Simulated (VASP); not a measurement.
Data:

```yaml
crystal:
  lattice:
    - [0.00000, 2.78265, 2.78265]
    - [2.78265, 0.00000, 2.78265]
    - [2.78265, 2.78265, 0.00000]
  atoms:
    - { symbol: Pt, position: [0.00000, 0.00000, 0.00000] }
    - { symbol: As, position: [0.25000, 0.25000, 0.25000] }
```

Calculation: r2SCAN meta-GGA, VASP's PBE PAW potentials (set 64) (plane waves; VASP). Settings: 400 eV cut-off, 13×13×13 Γ-centred mesh, tetrahedra with Blöchl corrections, potentials Pt As.

Question: Give the energies of bands 2 to 10 at the high-symmetry points, in eV from the Fermi level.

Answer: 
| band | Γ | X | U | L | W |
|---|---|---|---|---|---|
| 2 | -5.75 | -6.75 | -6.22 | -5.85 | -5.70 |
| 3 | -5.75 | -4.35 | -4.69 | -5.37 | -5.60 |
| 4 | -5.75 | -4.35 | -4.67 | -5.37 | -4.53 |
| 5 | -3.55 | -3.30 | -3.90 | -3.34 | -3.60 |
| 6 | -3.55 | -3.12 | -3.38 | -3.34 | -3.01 |
| 7 | 2.88 | -2.80 | -2.34 | -2.91 | -2.44 |
| 8 | 4.15 | -0.92 | -1.28 | 1.76 | -1.89 |
| 9 | 4.15 | -0.92 | 0.08 | 1.76 | -0.09 |
| 10 | 4.15 | 5.56 | 5.89 | 4.25 | 7.74 |

It has no gap at this level: it comes out as a metal or semimetal.

The structure was generated: PtAs was put into the zinc blende type (F-43m), which need not be its known phase. It was relaxed first, which changed the volume by -16 %. The electron count is odd and the run is not spin-polarised, which forces a metal.
